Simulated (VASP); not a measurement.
```
TiC
1.0
    0.00000     2.08129     2.08129
    2.08129     0.00000     2.08129
    2.08129     2.08129     0.00000
Ti C
1 1
Direct
  0.00000   0.00000   0.00000
  0.50000   0.50000   0.50000
```

Calculation: PBEsol GGA, VASP's PBE PAW potentials (set 64) (plane waves; VASP 6.6.1). Settings: 620 eV cut-off, 15×15×15 Γ-centred mesh, first-order Methfessel-Paxton smearing of 0.10 eV, potentials Ti_sv C.

Energy and stress use the plane-wave basis of the starting cell.

The ions, cell shape and volume at an external pressure of 45.0 GPa are relaxed. Which structure does the run end with?

```
TiC
1.0
    0.00000     2.05552     2.05552
    2.05552     0.00000     2.05552
    2.05552     2.05552     0.00000
Ti C
1 1
Direct
  0.00000   0.00000   0.00000
  0.50000   0.50000   0.50000
```
Space group Fm-3m (225), at a tolerance of 0.03 Å.

How do energy and volume change from the first to the last step?

The energy (σ→0) changes by +76.7 meV/atom and the volume by -3.7 %, in 4 ionic steps.

The compound is TiC in the rock salt structure. This run relaxes it under an external pressure of 45 GPa. Symmetry was kept, so distortions that lower it aren't found.
